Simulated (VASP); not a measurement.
All values below come from vdW-DF2, VASP's PBE PAW potentials (set 64) (plane waves; VASP 6.6.1).

Input for VASP

**INCAR**
```
AGGAC = 0.0
ALGO = Normal
EDIFF = 1E-7
ENCUT = 520
GGA = ML
ISIF = 2
ISMEAR = -5
LASPH = .TRUE.
LCHARG = .TRUE.
LEFG = .TRUE.
LMAXMIX = 4
LORBIT = 11
LREAL = .FALSE.
LUSE_VDW = .TRUE.
LWAVE = .FALSE.
NEDOS = 601
NELM = 100
PREC = Accurate
SYSTEM = SrVO3
ZAB_VDW = -1.8867
```

### KPOINTS
```
Automatic mesh
0
Gamma
9 9 9
0 0 0
```

### POSCAR
```
SrVO3
3.92390
  1.0000001136   0.0000000000   0.0000000000
  0.0000000000   1.0000001136   0.0000000000
  0.0000000000   0.0000000000   1.0000001136
Sr V O
1 1 3
direct
  0.0000000000   0.0000000000   0.0000000000
  0.5000000000   0.5000000000   0.5000000000
  0.5000000000   0.0000000000   0.5000000000
  0.0000000000   0.5000000000   0.5000000000
  0.5000000000   0.5000000000   0.0000000000
```

POTCAR, in this order: Sr_sv V_sv O (PBE.64 set). Program: vasp_std.

Problem. Predict the energy per atom (σ→0), band gap (on the k-mesh).

Solution. 
- energy per atom (σ→0) = -5.791 eV/atom
- band gap (on the k-mesh) = none (metal, semimetal or under 0.01 eV)

### OSZICAR
```
...
DAV:  12    -0.289551861692E+02   -0.56276E-03   -0.23171E-02  2128   0.899E-01    0.230E-01
DAV:  13    -0.289546626854E+02    0.52348E-03   -0.37306E-03  1912   0.485E-01    0.110E-01
DAV:  14    -0.289546339066E+02    0.28779E-04   -0.24435E-04  1944   0.128E-01    0.443E-02
DAV:  15    -0.289546300209E+02    0.38858E-05   -0.29822E-05  2240   0.417E-02    0.192E-02
DAV:  16    -0.289546297411E+02    0.27981E-06   -0.36371E-06  2488   0.126E-02    0.999E-03
DAV:  17    -0.289546293532E+02    0.38788E-06   -0.56291E-06  2000   0.154E-02    0.250E-03
DAV:  18    -0.289546294470E+02   -0.93829E-07   -0.33464E-07  1600   0.374E-03
   1 F= -.28954629E+02 E0= -.28954629E+02  d E =0.000000E+00
```

The compound is SrVO3 in the cubic perovskite structure. It was relaxed first, which changed the volume by +7 %. The run is not spin-polarised, so no magnetic state was tried. The electron count is odd and the run is not spin-polarised, which forces a metal.
